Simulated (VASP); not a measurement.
Output of a VASP run:

### OUTCAR
```
 ion  position               nearest neighbor table
   1  0.000  0.000  0.000-
   2  0.500  0.500  0.500-
  LATTYP: Found a face centered cubic cell.
 ALAT       =     6.4700000000
 Subroutine PRICEL returns:
 Original cell was already a primitive cell.
 Subroutine GETGRP returns: Found 48 space group operations
The static configuration has the point symmetry O_h .
The dynamic configuration has the point symmetry O_h .
 Subroutine INISYM returns: Found 48 space group operations
 Subroutine IBZKPT returns following result:
 Found     20 irreducible k-points:

 Following reciprocal coordinates:
            Coordinates               Weight
  0.000000  0.000000  0.000000      1.000000
  0.142857  0.000000  0.000000      8.000000
  0.285714  0.000000  0.000000      8.000000
  0.428571  0.000000  0.000000      8.000000
  0.142857  0.142857  0.000000      6.000000
  0.285714  0.142857  0.000000     24.000000
  0.428571  0.142857  0.000000     24.000000
 -0.428571  0.142857  0.000000     24.000000
 -0.285714  0.142857  0.000000     24.000000
 -0.142857  0.142857  0.000000     12.000000
  0.285714  0.285714  0.000000      6.000000
  0.428571  0.285714  0.000000     24.000000
 -0.428571  0.285714  0.000000     24.000000
 -0.285714  0.285714  0.000000     12.000000
  0.428571  0.428571  0.000000      6.000000
 -0.428571  0.428571  0.000000     12.000000
  0.428571  0.285714  0.142857     24.000000
 -0.428571  0.285714  0.142857     48.000000
 -0.428571  0.428571  0.142857     24.000000
 -0.285714  0.428571  0.142857     24.000000
   k-points           NKPTS =     20   k-points in BZ     NKDIM =     20   number of bands    NBANDS=     11
   number of dos      NEDOS =    301   number of ions     NIONS =      2
   total plane-waves  NPLWV =  46656
   dimension x,y,z NGX =    36 NGY =   36 NGZ =   36
   dimension x,y,z NGXF=    72 NGYF=   72 NGZF=   72
   ions per type =               1   1
   PREC   = accura    normal or accurate (medium, high low for compatibility)
   ISTART =      0    job   : 0-new  1-cont  2-samecut
   ICHARG =      2    charge: 1-file 2-atom 10-const
   ISPIN  =      1    spin polarized calculation?
   LNONCOLLINEAR =      F non collinear calculations
   LSORBIT =      F    spin-orbit coupling
   INIWAV =      1    electr: 0-lowe 1-rand  2-diag
   ENCUT  =  520.0 eV  38.22 Ry    6.18 a.u.   8.51  8.51  8.51*2*pi/ulx,y,z
   NELM   =    100;   NELMIN=  2; NELMDL= -5     # of ELM steps
   EDIFF  = 0.1E-05   stopping-criterion for ELM
   LREAL  =      F    real-space projection
   NLSPLINE    = F    spline interpolate recip. space projectors
   LMAXMIX     =    4 max onsite mixed and CHGCAR
   VOSKOWN=      0    Vosko Wilk Nusair interpolation
   EDIFFG = -.1E-01   stopping-criterion for IOM
   NSW    =     60    number of steps for IOM
   NBLOCK =      1;   KBLOCK =     60    inner block; outer block
   IBRION =      2    ionic relax: 0-MD 1-quasi-New 2-CG
   NFREE  =      1    steps in history (QN), initial steepest desc. (CG)
   ISIF   =      3    stress and relaxation
   ISYM   =      2    0-nonsym 1-usesym 2-fastsym
   TEIN   =    0.0    initial temperature
   TEBEG  =    0.0;   TEEND  =   0.0 temperature during run
   SMASS  =  -3.00    Nose mass-parameter (am)
   PSTRESS=    0.0 pullay stress
   NELECT =      14.0000    total number of electrons
   EFERMI =   0.00;   METHOD = LEGACY
   ISMEAR =     0;   SIGMA  =   0.05  broadening in eV -4-tet -1-fermi 0-gaus
   IALGO  =     38    algorithm
   LDIAG  =      T    sub-space diagonalisation (order eigenvalues)
   IMIX   =      4    mixing-type and parameters
     AMIX     =   0.40;   BMIX     =  1.00
     AMIX_MAG =   1.60;   BMIX_MAG =  1.00
     AMIN     =   0.10
   METAGGA = SCAN    functional components
   VOSKOWN =     0    Vosko Wilk Nusair interpolation
   LHFCALC =     F    Hartree Fock is set to
   LHFONE  =     F    Hartree Fock one center treatment
...
```

OSZICAR:
```
...
DAV:  13    -0.437946926956E+02   -0.30297E-01   -0.15648E-02   440   0.168E+00    0.145E-02
DAV:  14    -0.437947457758E+02   -0.53080E-04   -0.16177E-04   461   0.188E-01    0.130E-02
DAV:  15    -0.437948131311E+02   -0.67355E-04   -0.89360E-05   449   0.148E-01    0.914E-03
DAV:  16    -0.437948407058E+02   -0.27575E-04   -0.20090E-05   452   0.634E-02    0.309E-03
DAV:  17    -0.437948452235E+02   -0.45177E-05   -0.75852E-06   446   0.474E-02    0.985E-04
DAV:  18    -0.437948416151E+02    0.36084E-05   -0.25754E-06   455   0.246E-02    0.761E-04
DAV:  19    -0.437948408838E+02    0.73131E-06   -0.72329E-07   476   0.122E-02
   1 F= -.43794841E+02 E0= -.43794841E+02  d E =-.437948E+02
       N       E                     dE             d eps       ncg     rms          rms(c)
DAV:   1    -0.438061247453E+02   -0.11283E-01   -0.26471E-01   497   0.796E+00    0.631E-01
DAV:   2    -0.437985867713E+02    0.75380E-02   -0.97815E-03   440   0.143E+00    0.310E-01
DAV:   3    -0.437958620101E+02    0.27248E-02   -0.54581E-03   440   0.924E-01    0.117E-01
DAV:   4    -0.437959963209E+02   -0.13431E-03   -0.14388E-04   449   0.143E-01    0.133E-01
DAV:   5    -0.437962301067E+02   -0.23379E-03   -0.47873E-04   440   0.342E-01    0.145E-01
DAV:   6    -0.437961358508E+02    0.94256E-04   -0.58421E-04   440   0.386E-01    0.223E-01
DAV:   7    -0.437959538222E+02    0.18203E-03   -0.15755E-04   440   0.182E-01    0.421E-01
DAV:   8    -0.437960399954E+02   -0.86173E-04   -0.17784E-05   446   0.389E-02    0.569E-01
DAV:   9    -0.437961963885E+02   -0.15639E-03   -0.23953E-04   440   0.210E-01    0.153E-01
DAV:  10    -0.437962062798E+02   -0.98913E-05   -0.63447E-05   440   0.110E-01    0.142E-02
DAV:  11    -0.437962083227E+02   -0.20430E-05   -0.68478E-06   440   0.382E-02    0.258E-03
DAV:  12    -0.437962113360E+02   -0.30132E-05   -0.28221E-06   440   0.245E-02    0.820E-03
DAV:  13    -0.437962107171E+02    0.61884E-06   -0.22807E-06   440   0.221E-02
   2 F= -.43796211E+02 E0= -.43796211E+02  d E =-.136983E-02
       N       E                     dE             d eps       ncg     rms          rms(c)
DAV:   1    -0.437977494462E+02   -0.15381E-02   -0.37599E-02   503   0.302E+00    0.236E-01
DAV:   2    -0.437966613821E+02    0.10881E-02   -0.13721E-03   440   0.537E-01    0.116E-01
DAV:   3    -0.437963345269E+02    0.32686E-03   -0.78196E-04   440   0.349E-01    0.431E-02
DAV:   4    -0.437963478325E+02   -0.13306E-04   -0.18574E-05   467   0.499E-02    0.505E-02
DAV:   5    -0.437963868521E+02   -0.39020E-04   -0.81130E-05   440   0.141E-01    0.525E-02
DAV:   6    -0.437963874013E+02   -0.54921E-06   -0.70956E-05   440   0.139E-01    0.603E-02
DAV:   7    -0.437963925562E+02   -0.51549E-05   -0.70420E-06   440   0.315E-02    0.733E-02
DAV:   8    -0.437964085640E+02   -0.16008E-04   -0.57546E-06   440   0.364E-02    0.895E-02
DAV:   9    -0.437964120681E+02   -0.35041E-05   -0.37475E-07   408   0.811E-03    0.106E-01
DAV:  10    -0.437964097653E+02    0.23028E-05   -0.21063E-07   373   0.639E-03    0.931E-02
DAV:  11    -0.437964043553E+02    0.54100E-05   -0.72302E-07   408   0.966E-03    0.680E-02
DAV:  12    -0.437963966708E+02    0.76845E-05   -0.88036E-07   440   0.927E-03    0.310E-02
DAV:  13    -0.437963929815E+02    0.36893E-05   -0.49378E-07   440   0.874E-03    0.957E-03
DAV:  14    -0.437963912991E+02    0.16824E-05   -0.10841E-07   300   0.419E-03    0.198E-03
DAV:  15    -0.437963911863E+02    0.11273E-06   -0.31934E-08   220   0.235E-03
   3 F= -.43796391E+02 E0= -.43796391E+02  d E =-.155030E-02
```

OUTCAR:
```
------------------------ aborting loop because EDIFF is reached ----------------------------------------
  FORCE on cell =-STRESS in cart. coord.  units (eV):
  Direction    XX          YY          ZZ          XY          YZ          ZX
  --------------------------------------------------------------------------------------
  Total       -0.0115598     -0.0115598     -0.0115598      0.0000000     -0.0000000      0.0000000
  in kB       -0.2782812     -0.2782812     -0.2782812      0.0000000     -0.0000000      0.0000000
  external PRESSURE =      -0.2782812 kB  Pullay stress =       0.0000000 kB
  volume of cell :       66.55
      direct lattice vectors                 reciprocal lattice vectors
    -0.000000000  3.216491485  3.216491485    -0.155448880  0.155448880  0.155448880
     3.216491485 -0.000000000  3.216491485     0.155448880 -0.155448880  0.155448880
     3.216491485  3.216491485 -0.000000000     0.155448880  0.155448880 -0.155448880
  FREE ENERGIE OF THE ION-ELECTRON SYSTEM (eV)
  ---------------------------------------------------
  free  energy   TOTEN  =       -43.7963911863 eV

  energy  without entropy=      -43.7963911863  energy(sigma->0) =      -43.79639119

 reached required accuracy - stopping structural energy minimisation
```
(Selected blocks of OUTCAR.)

### POSCAR
```
NaI
1
    0.0000000000     3.2350000000     3.2350000000
    3.2350000000     0.0000000000     3.2350000000
    3.2350000000     3.2350000000     0.0000000000
Na I
1 1
Direct
  0.0000000000   0.0000000000   0.0000000000
  0.5000000000   0.5000000000   0.5000000000
```

Question: Reconstruct the remaining input files.

Answer: One answer among several that fit: the input of the run itself, SCAN meta-GGA, plane waves, VASP's PBE PAW potentials (set 64).

**KPOINTS**
```
Automatic mesh
0
Gamma
7 7 7
0 0 0
```

INCAR:
```
SYSTEM = NaI
PREC = Accurate
ENCUT = 520
EDIFF = 1E-6
NELM = 100
ALGO = Normal
LREAL = .FALSE.
LASPH = .TRUE.
ISMEAR = 0
SIGMA = 0.05
METAGGA = SCAN
LMIXTAU = .TRUE.
LMAXMIX = 4
LWAVE = .FALSE.
LCHARG = .FALSE.
IBRION = 2
ISIF = 3
NSW = 60
EDIFFG = -0.01
```

POTCAR, in this order: Na_pv I (PBE.64 set). Program: vasp_std.

The compound is NaI in the rock salt structure. This run relaxes it. Symmetry was kept, so distortions that lower it aren't found.
